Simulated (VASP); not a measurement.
Computed with r2SCAN meta-GGA, VASP's PBE PAW potentials (set 64) (plane waves; VASP 6.6.1).

A VASP calculation is set up with these files.

### POSCAR
```
FeO
1
    3.0269276036     0.0000000000     0.0000000000
   -1.5134638018     2.6213965108     0.0000000000
    0.0000000000    -0.0000000000     5.7824010008
Fe O
2 2
Direct
  0.6666670000   0.3333330000   0.9766942069
  0.3333330000   0.6666670000   0.4766942069
  0.6666670000   0.3333330000   0.6485057931
  0.3333330000   0.6666670000   0.1485057931
```

KPOINTS_OPT:
```
k-points along high-symmetry lines
6
Line-mode
Reciprocal
  0.000000   0.000000   0.000000 ! GAMMA
  0.500000   0.000000   0.000000 ! M

  0.500000   0.000000   0.000000 ! M
  0.333333   0.333333   0.000000 ! K

  0.333333   0.333333   0.000000 ! K
  0.000000   0.000000   0.000000 ! GAMMA

  0.000000   0.000000   0.000000 ! GAMMA
  0.000000   0.000000   0.500000 ! A

  0.000000   0.000000   0.500000 ! A
  0.500000   0.000000   0.500000 ! L

  0.500000   0.000000   0.500000 ! L
  0.333333   0.333333   0.500000 ! H

  0.333333   0.333333   0.500000 ! H
  0.000000   0.000000   0.500000 ! A

  0.500000   0.000000   0.500000 ! L
  0.500000   0.000000   0.000000 ! M

  0.333333   0.333333   0.500000 ! H
  0.333333   0.333333   0.000000 ! K
```

INCAR:
```
! general
SYSTEM  = FeO
PREC    = Accurate
ENCUT   = 520
LREAL   = .FALSE.
LASPH   = .TRUE.

! electronic loop
EDIFF   = 1E-7
NELM    = 100
ALGO    = Normal
LMAXMIX = 4
LMIXTAU = .TRUE.

! smearing
ISMEAR  = -5

! functional
METAGGA = R2SCAN

! spin
ISPIN   = 2
MAGMOM  = 2*3.7 2*0.3

! ions
ISIF    = 2

! output
LWAVE   = .FALSE.
LCHARG  = .FALSE.
LORBIT  = 11
NEDOS   = 601

! other
LEFG    = .TRUE.
```

File KPOINTS:
```
Automatic mesh
0
Gamma
13 13 6
0 0 0
```

POTCAR, in this order: Fe O (PBE.64 set). Program: vasp_std.

Output

**OSZICAR**
```
       N       E                     dE             d eps       ncg     rms          rms(c)
DAV:   1     0.243515839465E+03    0.24352E+03   -0.13973E+04  7408   0.157E+03
DAV:   2    -0.230576152085E+02   -0.26657E+03   -0.24442E+03  7556   0.354E+02
DAV:   3    -0.571364227307E+02   -0.34079E+02   -0.32874E+02  9046   0.148E+02
DAV:   4    -0.582181878930E+02   -0.10818E+01   -0.10793E+01  7962   0.291E+01
DAV:   5    -0.582420467350E+02   -0.23859E-01   -0.23849E-01  8970   0.395E+00    0.261E+01
DAV:   6    -0.491966180605E+02    0.90454E+01   -0.56233E+01 10238   0.121E+02    0.350E+01
DAV:   7    -0.453977460064E+02    0.37989E+01   -0.78906E+00  9804   0.648E+01    0.165E+01
DAV:   8    -0.455293356873E+02   -0.13159E+00   -0.14637E+00  9098   0.909E+00    0.102E+01
DAV:   9    -0.454573480669E+02    0.71988E-01   -0.61233E-01 10148   0.724E+00    0.188E+00
DAV:  10    -0.455071314636E+02   -0.49783E-01   -0.12122E-01  8900   0.387E+00    0.809E-01
DAV:  11    -0.454987730120E+02    0.83585E-02   -0.24041E-02 10322   0.223E+00    0.357E-01
DAV:  12    -0.455058261963E+02   -0.70532E-02   -0.10473E-02  7530   0.859E-01    0.147E-01
DAV:  13    -0.455059824567E+02   -0.15626E-03   -0.37708E-04 10368   0.284E-01    0.968E-02
DAV:  14    -0.455061133282E+02   -0.13087E-03   -0.15805E-03 10164   0.359E-01    0.104E-01
DAV:  15    -0.455061269565E+02   -0.13628E-04   -0.83405E-04  9102   0.278E-01    0.366E-02
DAV:  16    -0.455061605776E+02   -0.33621E-04   -0.11391E-04  8924   0.133E-01    0.153E-02
DAV:  17    -0.455061642840E+02   -0.37064E-05   -0.72939E-06  9528   0.366E-02    0.754E-03
DAV:  18    -0.455061656221E+02   -0.13382E-05   -0.27358E-06  9526   0.187E-02    0.430E-03
DAV:  19    -0.455061647893E+02    0.83286E-06   -0.84248E-07  9226   0.130E-02    0.151E-03
DAV:  20    -0.455061654207E+02   -0.63144E-06   -0.84125E-08  4764   0.441E-03    0.767E-04
DAV:  21    -0.455061651774E+02    0.24337E-06   -0.38485E-08  3696   0.193E-03    0.460E-04
DAV:  22    -0.455061651727E+02    0.47066E-08   -0.12379E-08  3696   0.122E-03
   1 F= -.45506165E+02 E0= -.45506165E+02  d E =0.000000E+00  mag=     8.0000
       N       E                     dE             ncg
```

OUTCAR:
```
------------------------ aborting loop because EDIFF is reached ----------------------------------------
  FORCE on cell =-STRESS in cart. coord.  units (eV):
  Direction    XX          YY          ZZ          XY          YZ          ZX
  --------------------------------------------------------------------------------------
  Total       -0.0449320     -0.0449320      0.0631839      0.0000000     -0.0000000      0.0000000
  in kB       -1.5690000     -1.5690004      2.2063476      0.0000000     -0.0000000      0.0000000
  external PRESSURE =      -0.3105509 kB  Pullay stress =       0.0000000 kB
  volume of cell :       45.88
      direct lattice vectors                 reciprocal lattice vectors
     3.026927604  0.000000000  0.000000000     0.330367994  0.190738028  0.000000000
    -1.513463802  2.621396511  0.000000000     0.000000000  0.381476055  0.000000000
     0.000000000  0.000000000  5.782401001     0.000000000  0.000000000  0.172938542
 POSITION                                       TOTAL-FORCE (eV/Angst)
 -----------------------------------------------------------------------------------
      1.51347      0.87380      5.64764        -0.000000      0.000000     -0.055951
     -0.00000      1.74760      2.75644         0.000000     -0.000000     -0.055951
      1.51347      0.87380      3.74992         0.000000      0.000000      0.055951
     -0.00000      1.74760      0.85872        -0.000000     -0.000000      0.055951
 -----------------------------------------------------------------------------------
    total drift:                                0.000261     -0.000150      0.003416
  FREE ENERGIE OF THE ION-ELECTRON SYSTEM (eV)
  ---------------------------------------------------
  free  energy   TOTEN  =       -45.5061651727 eV

  energy  without entropy=      -45.5061651727  energy(sigma->0) =      -45.50616517

 total charge

# of ion       s       p       d       tot
------------------------------------------
    1        0.351   0.485   6.023   6.858
    2        0.351   0.485   6.023   6.858
    3        1.560   3.499   0.000   5.059
    4        1.560   3.499   0.000   5.059
--------------------------------------------------
tot          3.822   7.969  12.045  23.836

 magnetization (x)

# of ion       s       p       d       tot
------------------------------------------
    1        0.023   0.030   3.623   3.676
    2        0.023   0.030   3.623   3.676
    3        0.019   0.273   0.000   0.293
    4        0.019   0.273   0.000   0.293
--------------------------------------------------
tot          0.085   0.607   7.246   7.938

 Electric field gradients after diagonalization (V/A^2)
 (convention: |V_zz| > |V_xx| > |V_yy|)
----------------------------------------------------------------------
 ion       V_xx      V_yy      V_zz     asymmetry (V_yy - V_xx)/ V_zz
----------------------------------------------------------------------
   1      11.908    11.907   -23.816       0.000
   2      11.908    11.907   -23.816       0.000
   3     -11.625   -11.618    23.244       0.000
   4     -11.625   -11.618    23.244       0.000
```
(Selected blocks of OUTCAR.)

**OUTCAR**
```
 val. band max:        4.9290105172   @ k =   0.0769   0.0000   0.3333

 cond. band min:       4.9024496844   @ k =   0.3846   0.2308   0.0000


 Fermi energy:         4.9181478896

 spin component 1

 k-point     1 :       0.0000    0.0000    0.0000
  band No.  band energies     occupation
      1     -16.9278      1.00000
      2     -16.4271      1.00000
      3      -3.4739      1.00000
      4      -3.1137      1.00000
      5      -2.0283      1.00000
      6      -2.0283      1.00000
      7      -1.4486      1.00000
      8      -1.4485      1.00000
      9       0.1288      1.00000
     10       0.1289      1.00000
     11       0.2968      1.00000
     12       0.4191      1.00000
     13       0.4191      1.00000
     14       2.5524      1.00000
     15       2.5524      1.00000
     16       3.2052      1.00000
     17       3.7685      1.00000
     18       3.7686      1.00000
     19       4.9429      0.00000
     20      10.2513      0.00000
     21      10.8155      0.00000
     22      16.8016      0.00000

 k-point     2 :       0.0769    0.0000    0.0000
  band No.  band energies     occupation
      1     -16.8928      1.00000
      2     -16.4066      1.00000
      3      -3.3978      1.00000
      4      -3.0818      1.00000
      5      -2.1310      1.00000
      6      -2.0297      1.00000
      7      -1.4993      1.00000
      8      -1.4214      1.00000
      9       0.0955      1.00000
     10       0.1430      1.00000
     11       0.2151      1.00000
     12       0.4190      1.00000
     13       0.4713      1.00000
     14       2.4260      1.00000
     15       2.5160      1.00000
     16       3.3092      1.00000
     17       3.5460      1.00000
     18       3.7619      1.00000
     19       5.1848      0.00000
     20      10.3223      0.00000
     21      11.0589      0.00000
     22      16.9720      0.00000

 k-point     3 :       0.1538   -0.0000    0.0000
...
```

The moments were started parallel, and other spin orders were not tried in this run. For a metal the tetrahedron method with Blöchl corrections gives inexact stress and forces.

The structure was generated: FeO was put into the wurtzite type (P6_3mc), which need not be its known phase. It was relaxed first, which changed the volume by -8 %.
